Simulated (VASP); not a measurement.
Set up this calculation in VASP 6.6.1, as the native input.

```
Task                   : single point
Functional             : PBE
Potentials or basis    : VASP PAW PBE potentials, release 64 (Li_sv, Y_sv)
Cutoff                 : 520 eV
k mesh                 : 4 × 4 × 4
Occupations            : methfessel-paxton, width 0.15 eV
Spin                   : no spin polarisation
Dipole correction      : no
Further INCAR settings : ALGO = Normal; EDIFF = 1e-06; NBANDS = 30
```

The structure of Li3Y lies in POSCAR:

```
Li3Y
1.0
    6.5680938900      0.0000000000      0.0000000000
   -3.2840469400      5.6881361600      0.0000000000
    0.0000000000      0.0000000000      4.9927860000
Li Y
6 2
Direct
    0.2995380000      0.1497690000      0.7500000000
    0.8502310000      0.1497690000      0.7500000000
    0.8502310000      0.7004620000      0.7500000000
    0.7004620000      0.8502310000      0.2500000000
    0.1497690000      0.8502310000      0.2500000000
    0.1497690000      0.2995380000      0.2500000000
    0.6666666667      0.3333333333      0.2500000000
    0.3333333333      0.6666666667      0.7500000000
```

The cell comes from a database or a generator and needn't be the stable form of this composition.

The input as run:

INCAR

```
SYSTEM = Li3Y
PREC = Accurate ; ENCUT = 520
EDIFF = 1E-6 ; ISMEAR = 1
SIGMA = 0.15 ; LREAL = .False.
LASPH = .True. ; NELM = 100
ALGO = Normal ; ISIF = 2
LWAVE = .False. ; LCHARG = .False.
GGA = PE ; NBANDS = 30
```

KPOINTS

```
regular mesh
0
Gamma
  4 4 4
  0 0 0
```

Potentials or basis: VASP PAW PBE potentials, release 64 (Li_sv, Y_sv).

Launch:

```bash
$ cat potpaw_PBE.64/Li_sv/POTCAR potpaw_PBE.64/Y_sv/POTCAR > POTCAR
$ mpirun -np 1 vasp_std > vasp.out
```

Results of the run:

| Property | Result |
| --- | --- |
| Largest force | 0.038 eV/Å |
| Band gap on the k mesh | none (metal or under the smearing width) |

Wall time 48 s on 1 thread of Intel(R) Xeon(R) 6975P-C (Granite Rapids), with other jobs on the host, peak memory 0.33 GiB.
